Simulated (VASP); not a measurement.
Data:

```yaml
crystal:
  lattice:
    - [0.00000, 2.01500, 2.01500]
    - [2.01500, 0.00000, 2.01500]
    - [2.01500, 2.01500, 0.00000]
  atoms:
    - { symbol: Li, position: [0.00000, 0.00000, 0.00000] }
    - { symbol: F, position: [0.50000, 0.50000, 0.50000] }
```

Method: G0W0 on PBE orbitals, VASP's PBE PAW potentials (set 64) (plane waves; VASP). Run with PREC = Normal, 500 eV cut-off, 4×4×4 Γ-centred mesh, Gaussian smearing of 0.010 eV, potentials Li_sv_GW F_GW_new.

The mesh is coarse and the basis finite, so the quasiparticle values are not converged.

NBANDS = 320, ENCUTGW = 300 eV, NOMEGA = 64. The PBE levels (eV) that the step starts from are:

```csv
state,KS energy,filling
"k1 (0.00, 0.00, 0.00), band 2",-20.97,2
"k1 (0.00, 0.00, 0.00), band 3",-1.01,2
"k1 (0.00, 0.00, 0.00), band 4",-1.01,2
"k1 (0.00, 0.00, 0.00), band 5",-1.01,2
"k1 (0.00, 0.00, 0.00), band 6",8.03,0
"k1 (0.00, 0.00, 0.00), band 7",22.91,0
"k1 (0.00, 0.00, 0.00), band 8",22.91,0
"k1 (0.00, 0.00, 0.00), band 9",22.91,0
"k4 (0.25, 0.25, 0.00), band 2",-20.67,2
"k4 (0.25, 0.25, 0.00), band 3",-2.44,2
"k4 (0.25, 0.25, 0.00), band 4",-1.52,2
"k4 (0.25, 0.25, 0.00), band 5",-1.52,2
"k4 (0.25, 0.25, 0.00), band 6",10.37,0
"k4 (0.25, 0.25, 0.00), band 7",17.73,0
"k4 (0.25, 0.25, 0.00), band 8",18.69,0
"k4 (0.25, 0.25, 0.00), band 9",19.58,0
```

Give the quasiparticle energies and renormalisation factors Z.

```tsv
state	QP energy (eV)	Z
k1 (0.00, 0.00, 0.00), band 2	-25.43	0.79
k1 (0.00, 0.00, 0.00), band 3	-4.11	0.81
k1 (0.00, 0.00, 0.00), band 4	-4.11	0.81
k1 (0.00, 0.00, 0.00), band 5	-4.11	0.81
k1 (0.00, 0.00, 0.00), band 6	9.57	0.88
k1 (0.00, 0.00, 0.00), band 7	25.04	0.86
k1 (0.00, 0.00, 0.00), band 8	25.04	0.86
k1 (0.00, 0.00, 0.00), band 9	25.04	0.86
k4 (0.25, 0.25, 0.00), band 2	-24.97	0.77
k4 (0.25, 0.25, 0.00), band 3	-5.72	0.81
k4 (0.25, 0.25, 0.00), band 4	-4.70	0.81
k4 (0.25, 0.25, 0.00), band 5	-4.70	0.81
k4 (0.25, 0.25, 0.00), band 6	12.15	0.87
k4 (0.25, 0.25, 0.00), band 7	19.03	0.87
k4 (0.25, 0.25, 0.00), band 8	20.57	0.87
k4 (0.25, 0.25, 0.00), band 9	21.61	0.86
```
On the mesh the gap opens from 9.05 to 13.69 eV.

The compound is LiF in the rock salt structure. The cell was not relaxed at this level. The k-mesh is coarse (spacing up to 0.68 per Å, 2π included), so the numbers may not be converged in it.
